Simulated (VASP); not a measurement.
```yaml
crystal:
  lattice:
    - [0.00000, 2.78958, 2.78958]
    - [2.78958, 0.00000, 2.78958]
    - [2.78958, 2.78958, 0.00000]
  atoms:
    - { symbol: Ag, position: [0.00000, 0.00000, 0.00000] }
    - { symbol: Cl, position: [0.50000, 0.50000, 0.50000] }
```

Method: PBE GGA with D3 dispersion (zero damping), VASP's PBE PAW potentials (set 64) (plane waves; VASP). Run with 520 eV cut-off, 8×8×8 Γ-centred mesh, Gaussian smearing of 0.050 eV, potentials Ag Cl.

Q: Give the stress tensor in GPa (positive for a compressed cell).

A: 
```
-1.41   0.00   0.00
 0.00  -1.41   0.00
 0.00   0.00  -1.41
```
The pressure is its mean diagonal, -1.41 GPa.

The compound is AgCl in the rock salt structure. This cell is one point of a volume scan, at 1.03 of the reference volume.
